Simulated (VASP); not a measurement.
Calculation: revPBE GGA, VASP's PBE PAW potentials (set 64) (plane waves; VASP).

The input files of a VASP run:

**POSCAR**
```
W
1
   -1.5981284036     1.5981284036     1.5981284036
    1.5981284036    -1.5981284036     1.5981284036
    1.5981284036     1.5981284036    -1.5981284036
W
1
Direct
  0.0000000000   0.0000000000   0.0000000000
```

**KPOINTS**
```
k-points along high-symmetry lines
15
Line-mode
Reciprocal
  0.000000   0.000000   0.000000 ! GAMMA
  0.500000  -0.500000   0.500000 ! H

  0.500000  -0.500000   0.500000 ! H
  0.000000   0.000000   0.500000 ! N

  0.000000   0.000000   0.500000 ! N
  0.000000   0.000000   0.000000 ! GAMMA

  0.000000   0.000000   0.000000 ! GAMMA
  0.250000   0.250000   0.250000 ! P

  0.250000   0.250000   0.250000 ! P
  0.500000  -0.500000   0.500000 ! H

  0.250000   0.250000   0.250000 ! P
  0.000000   0.000000   0.500000 ! N
```

### INCAR
```
ALGO = Normal
EDIFF = 1E-7
ENCUT = 520
GGA = RE
ICHARG = 11
ISMEAR = 0
LASPH = .TRUE.
LCHARG = .FALSE.
LMAXMIX = 6
LORBIT = 11
LREAL = .FALSE.
LWAVE = .FALSE.
NELM = 100
PREC = Accurate
SIGMA = 0.05
SYSTEM = W
```

POTCAR, in this order: W_sv (PBE.64 set). Program: vasp_std. Read from the step before: CHGCAR.

The run wrote:

OUTCAR:
```
 ion  position               nearest neighbor table
   1  0.000  0.000  0.000-
  LATTYP: Found a body centered cubic cell.
 ALAT       =     3.1962568072
 Subroutine PRICEL returns:
 Original cell was already a primitive cell.
 Subroutine GETGRP returns: Found 48 space group operations
The static configuration has the point symmetry O_h .
The dynamic configuration has the point symmetry O_h .
 Subroutine INISYM returns: Found 48 space group operations
   k-points           NKPTS =     90   k-points in BZ     NKDIM =     90   number of bands    NBANDS=     11
   number of dos      NEDOS =    301   number of ions     NIONS =      1
   total plane-waves  NPLWV =  13824
   dimension x,y,z NGX =    24 NGY =   24 NGZ =   24
   dimension x,y,z NGXF=    48 NGYF=   48 NGZF=   48
   ions per type =               1
   PREC   = accura    normal or accurate (medium, high low for compatibility)
   ISTART =      0    job   : 0-new  1-cont  2-samecut
   ICHARG =     11    charge: 1-file 2-atom 10-const
   ISPIN  =      1    spin polarized calculation?
   LNONCOLLINEAR =      F non collinear calculations
   LSORBIT =      F    spin-orbit coupling
   INIWAV =      1    electr: 0-lowe 1-rand  2-diag
   ENCUT  =  520.0 eV  38.22 Ry    6.18 a.u.   5.15  5.15  5.15*2*pi/ulx,y,z
   NELM   =    100;   NELMIN=  2; NELMDL= -5     # of ELM steps
   EDIFF  = 0.1E-06   stopping-criterion for ELM
   LREAL  =      F    real-space projection
   NLSPLINE    = F    spline interpolate recip. space projectors
   LMAXMIX     =    6 max onsite mixed and CHGCAR
   VOSKOWN=      0    Vosko Wilk Nusair interpolation
   EDIFFG = 0.1E-05   stopping-criterion for IOM
   NSW    =      0    number of steps for IOM
   NBLOCK =      1;   KBLOCK =      1    inner block; outer block
   IBRION =     -1    ionic relax: 0-MD 1-quasi-New 2-CG
   NFREE  =      0    steps in history (QN), initial steepest desc. (CG)
   ISIF   =      2    stress and relaxation
   ISYM   =      2    0-nonsym 1-usesym 2-fastsym
   TEIN   =    0.0    initial temperature
   TEBEG  =    0.0;   TEEND  =   0.0 temperature during run
   SMASS  =  -3.00    Nose mass-parameter (am)
...
```

**OSZICAR**
```
       N       E                     dE             d eps       ncg     rms          rms(c)
DAV:   1     0.787249895826E+02    0.78725E+02   -0.81036E+03  1991   0.146E+03
DAV:   2    -0.112932908857E+02   -0.90018E+02   -0.86711E+02  2103   0.336E+02
DAV:   3    -0.129022401413E+02   -0.16089E+01   -0.15850E+01  2243   0.434E+01
DAV:   4    -0.129113136948E+02   -0.90736E-02   -0.90697E-02  2144   0.360E+00
DAV:   5    -0.129113952277E+02   -0.81533E-04   -0.81532E-04  2225   0.344E-01
DAV:   6    -0.129113967892E+02   -0.15615E-05   -0.15608E-05  2167   0.457E-02
DAV:   7    -0.129113968264E+02   -0.37261E-07   -0.37346E-07  2190   0.650E-03
   1 F= -.12911397E+02 E0= -.12911039E+02  d E =-.715748E-03
```

OUTCAR:
```
 val. band max:       11.2972838964   @ k =   0.0000   0.0000   0.1786

 cond. band min:      11.3014168083   @ k =   0.1786  -0.1786   0.5000



 k-point     1 :       0.0000    0.0000    0.0000
  band No.  band energies     occupation
      1     -63.1721      2.00000
      2     -26.7723      2.00000
      3     -26.7723      2.00000
      4     -26.7723      2.00000
      5       1.6088      2.00000
      6       9.9015      2.00000
      7       9.9015      2.00000
      8       9.9015      2.00000
      9      13.2847      0.00000
     10      13.2847      0.00000
     11      25.5092      0.00000

 k-point     2 :       0.0357   -0.0357    0.0357
  band No.  band energies     occupation
      1     -63.1692      2.00000
      2     -26.7939      2.00000
      3     -26.7822      2.00000
      4     -26.7822      2.00000
      5       1.7286      2.00000
      6       9.8883      2.00000
      7       9.8883      2.00000
      8       9.9564      2.00000
      9      13.1003      0.00000
     10      13.3472      0.00000
     11      25.7093      0.00000

 k-point     3 :       0.0714   -0.0714    0.0714
  band No.  band energies     occupation
      1     -63.1607      2.00000
      2     -26.8557      2.00000
      3     -26.8115      2.00000
      4     -26.8115      2.00000
      5       2.0805      2.00000
      6       9.8596      2.00000
      7       9.8596      2.00000
      8      10.1202      2.00000
      9      12.5913      0.00000
     10      13.5266      0.00000
     11      26.2418      0.00000

 k-point     4 :       0.1071   -0.1071    0.1071
  band No.  band energies     occupation
      1     -63.1470      2.00000
      2     -26.9492      2.00000
      3     -26.8588      2.00000
      4     -26.8588      2.00000
      5       2.6420      2.00000
      6       9.8432      2.00000
      7       9.8432      2.00000
      8      10.3904      2.00000
      9      11.8588      0.00000
     10      13.7954      0.00000
...
```

The density is held fixed in this step, so its total energy and stress have no physical meaning. Unless said otherwise, spin-orbit coupling is left out, though it shifts the bands of the heavy elements here.

The compound is W in the bcc structure. It was relaxed first.
